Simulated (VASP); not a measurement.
Calculation: PBE GGA, VASP's PBE PAW potentials (set 64) (plane waves; VASP).

VASP input:

### KPOINTS
```
kpoints
0
gamma
12 12 12
0 0 0
```

**INCAR**
```
! general
SYSTEM =ZrC
PREC   =Accurate
ENCUT  =600
LREAL  =.False.
LASPH  =.True.

! electronic loop
EDIFF  =1E-7
NELM   =100
ALGO   =Normal
LMAXMIX=4

! smearing
ISMEAR =1
SIGMA  =0.1

! functional
GGA    =PE

! ions
IBRION =2
NSW    =40
ISIF   =3
EDIFFG =-0.01
PSTRESS=10

! output
LWAVE  =.False.
LCHARG =.False.
```

File POSCAR:
```
ZrC
1.0
  0.0000000000   2.3554802709   2.3554802709
  2.3554802709   0.0000000000   2.3554802709
  2.3554802709   2.3554802709   0.0000000000
Zr C
1 1
Cartesian
  0.0000000000   0.0000000000   0.0000000000
  2.3554802709   2.3554802709   2.3554802709
```

POTCAR, in this order: Zr_sv C (PBE.64 set). Program: vasp_std.

**Question.** Predict the energy per atom (σ→0), volume per atom, band gap (on the k-mesh).

**Answer.** 
```
Property                                                     Value
------------------------  ----------------------------------------
energy per atom (σ→0)                               -9.731 eV/atom
band gap (on the k-mesh)  none (metal, semimetal or under 0.01 eV)
volume per atom                                     13.01 Å^3/atom
```

**OSZICAR**
```
...
DAV:   3    -0.194609744119E+02    0.10366E-02   -0.51926E-03  2444   0.617E-01    0.100E-01
DAV:   4    -0.194610916534E+02   -0.11724E-03   -0.18612E-04  2452   0.116E-01    0.771E-02
DAV:   5    -0.194611927135E+02   -0.10106E-03   -0.17632E-04  2808   0.762E-02    0.113E-02
DAV:   6    -0.194611948829E+02   -0.21694E-05   -0.10216E-05  2616   0.294E-02    0.836E-03
DAV:   7    -0.194611932595E+02    0.16234E-05   -0.21616E-06  2148   0.191E-02    0.517E-03
DAV:   8    -0.194611940240E+02   -0.76451E-06   -0.23032E-07  1488   0.650E-03    0.386E-04
DAV:   9    -0.194611940065E+02    0.17537E-07   -0.89578E-09   912   0.937E-04
   3 F= -.19298844E+02 E0= -.19298737E+02  d E =-.429362E-03
```

The compound is ZrC in the rock salt structure. This run relaxes it under an external pressure of 1 GPa. Symmetry was kept, so distortions that lower it aren't found.
